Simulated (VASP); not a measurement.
Input:

```xyz
12
Lattice="3.2341 0.0000 0.0000 0.0000 4.5736 0.0000 0.0000 0.0000 24.5196" Properties=species:S:1:pos:R:3 pbc="T T T"
Na     0.0000     0.0000     8.2172
Na     1.6170     2.2868     9.8343
Na     0.0000     0.0000    11.4513
Na     1.6170     2.2868    13.0683
Na     0.0000     0.0000    14.6854
Na     1.6170     2.2868    16.3024
F      1.6170     0.0000     9.8343
F      0.0000     2.2868     8.2172
F      1.6170     0.0000    13.0683
F      0.0000     2.2868    11.4513
F      1.6170     0.0000    16.3024
F      0.0000     2.2868    14.6854
```

Computed with r2SCAN meta-GGA, VASP's PBE PAW potentials (set 64) (plane waves; VASP). Run with PREC = Normal, EDIFF = 1E-5, 450 eV cut-off, 6×5×1 Γ-centred mesh, Gaussian smearing of 0.050 eV, potentials Na_pv F.

### Question
The ions are relaxed. Give the cell that the relaxation ends in.

### Answer

```xyz
12
Lattice="3.2341 0.0000 0.0000 0.0000 4.5736 0.0000 0.0000 0.0000 24.5196" Properties=species:S:1:pos:R:3 pbc="T T T"
Na     0.0000     0.0000     8.2715
Na     1.6170     2.2868     9.7898
Na     0.0000     0.0000    11.4514
Na     1.6170     2.2868    13.0682
Na     0.0000     0.0000    14.7298
Na     1.6170     2.2868    16.2481
F      1.6170     0.0000     9.7961
F      0.0000     2.2868     8.2429
F      1.6170     0.0000    13.0609
F      0.0000     2.2868    11.4587
F      1.6170     0.0000    16.2767
F      0.0000     2.2868    14.7235
```

### Question
How much energy does the relaxation gain?

### Answer
The energy (σ→0) changes by -4.1 meV/atom, in 6 ionic steps.

The cell is a thin slab with vacuum, built from NaF (rock salt): (110) face.
